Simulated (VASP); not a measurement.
Input:

```yaml
crystal:
  lattice:
    - [1.59122, -2.75608, 0.00000]
    - [1.59122, 2.75608, 0.00000]
    - [0.00000, 0.00000, 5.18010]
  atoms:
    - { symbol: Ga, position: [0.66667, 0.33333, 0.50003] }
    - { symbol: Ga, position: [0.33333, 0.66667, 0.00003] }
    - { symbol: N, position: [0.66667, 0.33333, 0.87697] }
    - { symbol: N, position: [0.33333, 0.66667, 0.37697] }
```

Method: PBEsol GGA with spin-orbit coupling, VASP's PBE PAW potentials (set 64) (plane waves; VASP). Settings: 520 eV cut-off, 7×7×4 Γ-centred mesh, Gaussian smearing of 0.050 eV, potentials Ga_d N.

Task: Predict the energy per atom (σ→0), band gap (over mesh and band path) with the smallest direct gap where there is one.

Result: 
| Quantity | Result |
|---|---|
| band gap (over mesh and band path) | 1.90 eV |
| smallest direct gap (over mesh and band path) | 1.90 eV |
| energy per atom (σ→0) | -6.569 eV/atom |

Only differences to runs with the same potentials and settings are physical.

The compound is GaN in the wurtzite structure. It was relaxed first.
